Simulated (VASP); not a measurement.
```
CELL_PARAMETERS angstrom
      0.00000     2.32529     2.32529
      2.32529     0.00000     2.32529
      9.28945     9.28945     0.01170
ATOMIC_POSITIONS crystal
  Zr 0.00290 0.00290 0.99783
  Zr 0.99710 0.99710 0.25217
  Zr 0.99860 0.99860 0.50105
  Zr 0.00140 0.00140 0.74895
  N  0.50000 0.50000 0.12500
  C  0.50664 0.50664 0.37002
  C  0.50000 0.50000 0.62500
  C  0.49336 0.49336 0.87998
```

Calculation: PBEsol GGA, VASP's PBE PAW potentials (set 64) (plane waves; VASP 6.6.1). Settings: 520 eV cut-off, Gaussian smearing of 0.050 eV, potentials Zr_sv N C.

### Question
Give the energies of bands 25 to 38 at the high-symmetry points, in eV from the Fermi level.

### Answer

```
band      Γ      T     H2      L     S0      F
----  -----  -----  -----  -----  -----  -----
25    -3.56  -3.10  -4.17  -3.31  -4.16  -4.25
26    -2.69  -3.10  -3.20  -3.28  -3.20  -3.15
27    -2.69  -1.80  -3.10  -3.08  -3.11  -3.04
28    -2.39  -1.60  -2.85  -3.00  -2.86  -2.74
29    -2.39  -1.38  -2.79  -2.62  -2.79  -2.52
30    -0.36  -1.38  -2.73  -2.57  -2.73  -2.38
31    -0.13  -1.12  -2.73  -1.68  -2.73  -2.30
32    -0.13  -1.12  -2.49  -1.10  -2.49  -1.09
33     0.47   0.90   1.69  -1.01   1.67  -0.72
34     0.47   0.90   1.79   0.08   1.87   0.94
35     0.54   0.97   2.24   2.62   2.17   1.03
36     1.95   1.02   2.62   2.91   2.60   3.88
37     1.95   1.02   2.91   3.91   2.86   3.93
38     1.97   1.47   3.05   4.05   3.31   4.05
```

It has no gap at this level: it comes out as a metal or semimetal.

The structure was generated: Zr4C3N was put into an ordered model structure (R-3m), which need not be its known phase. It was relaxed first. The electron count is odd and the run is not spin-polarised, which forces a metal.
